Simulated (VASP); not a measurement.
Data:

```
CELL_PARAMETERS angstrom
      0.00000     2.68117     2.68117
      2.68117     0.00000     2.68117
      2.68117     2.68117     0.00000
ATOMIC_POSITIONS crystal
  Cd 0.00000 0.00000 0.00000
  F  0.25000 0.25000 0.25000
  F  0.75000 0.75000 0.75000
```

Level of theory: PBEsol GGA, VASP's PBE PAW potentials (set 64) (plane waves; VASP). Numerical set-up: 600 eV cut-off, 6×6×6 Γ-centred mesh, Gaussian smearing of 0.050 eV, potentials Cd F.

### Question
Estimate the energy per atom (σ→0), pressure.

### Answer

```
Property                        Value
---------------------  --------------
energy per atom (σ→0)  -3.864 eV/atom
pressure                     2.03 GPa
```

Total energies compare only between runs with the same potentials, cut-off and functional.

The compound is CdF2 in the fluorite structure. It was relaxed first under an external pressure of 2 GPa.
